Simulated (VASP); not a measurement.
Given:

```
Tc
1.0
    1.37000    -2.37291     0.00000
    1.37000     2.37291     0.00000
    0.00000     0.00000     4.39000
Tc
2
Direct
  0.33333   0.66667   0.25000
  0.66667   0.33333   0.75000
```

The numbers are results of PBE GGA with D3 dispersion (Becke-Johnson damping), VASP's PBE PAW potentials (set 64) (plane waves; VASP), not measurements. Settings: 520 eV cut-off, 14×14×8 Γ-centred mesh, first-order Methfessel-Paxton smearing of 0.10 eV, potentials Tc_pv.

Q: The ions, cell shape and volume are relaxed. Give the cell that the relaxation ends in.

A: 
```
Tc
1.0
    1.36311    -2.36097     0.00000
    1.36311     2.36097     0.00000
    0.00000     0.00000     4.36742
Tc
2
Cartesian
  1.36311   0.78699   1.09186
  1.36311  -0.78699   3.27557
```
Space group P6_3/mmc (194), at a tolerance of 0.03 Å.

Q: How do energy and volume change from the first to the last step?

A: The energy (σ→0) changes by -3.2 meV/atom and the volume by -1.5 %, in 4 ionic steps.

The compound is Tc in the hcp structure. This run relaxes it. Symmetry was kept, so distortions that lower it aren't found.
